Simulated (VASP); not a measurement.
```
CELL_PARAMETERS angstrom
      0.00000     2.25937     2.25937
      2.25937     0.00000     2.25937
      2.25937     2.25937     0.00000
ATOMIC_POSITIONS crystal
  Ga 0.00000 0.00000 0.00000
  N  0.25000 0.25000 0.25000
```

All values below come from revTPSS meta-GGA, VASP's PBE PAW potentials (set 64) (plane waves; VASP). Settings: 520 eV cut-off, 11×11×11 Γ-centred mesh, tetrahedra with Blöchl corrections, potentials Ga_d N.

Problem. Give the energies of bands 7 to 10 at the high-symmetry points, in eV from the valence-band maximum.

Solution. 
| band | Γ | X | U | L | W |
|---|---|---|---|---|---|
| 7 | 0.00 | -6.13 | -5.86 | -7.10 | -5.67 |
| 8 | 0.00 | -2.72 | -4.33 | -0.97 | -3.76 |
| 9 | 0.00 | -2.72 | -2.18 | -0.97 | -3.70 |
| 10 | 1.52 | 3.14 | 4.84 | 4.62 | 6.08 |

The gap is direct, 1.52 eV, from the valence maximum at Γ to the conduction minimum at Γ.

The compound is GaN in the zinc blende structure, a metastable form; wurtzite is the usual one. It was relaxed first.
